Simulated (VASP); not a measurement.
## CuC23 (a cell with a defect): single point with PBEsol+U

CuC23 (a cell with a defect):

```
Cu C
1.0
     0.00000    5.35032    5.35032
     3.56688    0.00000    3.56688
     3.56688    3.56688    0.00000
Cu C
1 23
Direct
  0.99492 0.00186 0.00171
  0.99992 0.99941 0.50090
  0.99994 0.49939 0.00119
  0.00051 0.49981 0.50118
  0.33207 0.00303 0.00408
  0.33933 0.99941 0.49175
  0.33918 0.49119 0.00042
  0.33239 0.50079 0.50197
  0.66871 0.99882 0.99993
  0.65956 0.00341 0.50782
  0.65953 0.50657 0.00474
  0.66740 0.49981 0.50113
  0.09579 0.13975 0.14136
  0.10043 0.13727 0.57404
  0.10013 0.57387 0.13840
  0.08442 0.62422 0.62586
  0.42864 0.11705 0.11772
  0.41210 0.12585 0.63292
  0.41206 0.63195 0.12694
  0.41795 0.62378 0.62471
  0.70960 0.14754 0.14893
  0.75065 0.12589 0.62604
  0.75060 0.62476 0.12729
  0.74815 0.62599 0.62739
```

```yaml
Program: VASP 6.6.1
Task: single point
Functional: PBEsol
Potentials_or_basis: VASP PAW PBE potentials, release 64 (Cu, C)
Cutoff: 450 eV
k_mesh: 3 × 4 × 4
Occupations: gaussian, width 0.03 eV
Spin: collinear spin, ferromagnetic start
Starting_moments: "[1.0, 0.0, 0.0, 0.0, 0.0, 0.0, 0.0, 0.0, 0.0, 0.0, 0.0, 0.0, 0.0, 0.0, 0.0, 0.0, 0.0, 0.0, 0.0, 0.0, 0.0, 0.0, 0.0, 0.0] μB"
Fixed_moment: 1 μB
Hubbard_terms: Cu d U = 7 eV
```

- Largest force: 0.108 eV/Å
- Net moment: 1.00 μB per cell
- Site moments: Cu +0.26; C +0.00, +0.01, -0.00, +0.08, +0.09, +0.10, +0.04, +0.02, +0.14 μB
- Valence electrons inside the program's atomic spheres: Cu 11.14; C 2.60, 2.58, 2.63, 2.59, 2.62, 2.64, 2.57, 2.61, 2.67, 2.55

Forces on the atoms (eV/Å):
```
Cu  -0.011  0.009 -0.015
C    0.004 -0.006 -0.010
C    0.000 -0.030  0.008
C    0.028 -0.008  0.009
C   -0.021 -0.017 -0.021
C    0.027  0.024 -0.027
C    0.009 -0.030  0.012
C    0.006 -0.014 -0.009
C   -0.002  0.034  0.024
C   -0.041  0.008  0.026
C   -0.039  0.036  0.007
C   -0.013  0.003  0.008
C   -0.018 -0.047 -0.027
C    0.060  0.025 -0.029
C    0.051 -0.030  0.016
C    0.017 -0.016 -0.006
C   -0.004  0.009 -0.006
C    0.008 -0.023  0.002
C    0.008  0.021 -0.023
C    0.004  0.014  0.001
C   -0.068  0.057  0.061
C   -0.009 -0.007 -0.002
C   -0.013 -0.010 -0.001
C    0.016 -0.002  0.005
```

Eigenvalues of the final occupation matrices:
| site | spin | trace | eigenvalues |
| --- | --- | --- | --- |
| site 1 d | 1 | 4.84 | 0.95 0.95 0.97 0.97 0.99 |
| site 1 d | 2 | 4.73 | 0.92 0.93 0.94 0.97 0.97 |

Run time: 5.2 min on 4 MPI ranks on Intel(R) Xeon(R) Platinum 8488C (Sapphire Rapids), with other jobs on the host, peak memory 0.48 GiB a rank.

Caveat: the k mesh is coarse (spacing up to 0.38 Å⁻¹), so the values aren't converged; the PAW data sets were made with another functional, which shifts forces and pressure a little; the total moment is fixed, so each spin has its own Fermi level; the U is typed as a test and isn't derived for this compound. The state reached can hang on the start; a lower one may exist.
